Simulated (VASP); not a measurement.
Energy against volume of NaI (rock salt). All values below come from PBE GGA, VASP's PBE PAW potentials (set 64) (plane waves; VASP). Numerical set-up: 520 eV cut-off, 7×7×7 Γ-centred mesh, Gaussian smearing of 0.050 eV, potentials Na_pv I.

```json
[
 {"V (Å³/atom)": "32.681", "E (eV/atom)": "-2.68668"},
 {"V (Å³/atom)": "33.724", "E (eV/atom)": "-2.69200"},
 {"V (Å³/atom)": "34.767", "E (eV/atom)": "-2.69376"},
 {"V (Å³/atom)": "35.810", "E (eV/atom)": "-2.69255"}
]
```

**Question.** Fit these four points and predict the energy of the run at 36.853 Å³/atom.

**Answer.** A cubic in V^(−2/3), the third-order Birch-Murnaghan form, passes through the four points with V0 = 34.83 Å³/atom and B0 = 15 GPa, and gives -2.6889 eV/atom there. The run gave -2.6888 eV/atom, +0.0 meV/atom from the fit; all five points give B0 = 15 GPa.

The compound is NaI in the rock salt structure. It was relaxed first.
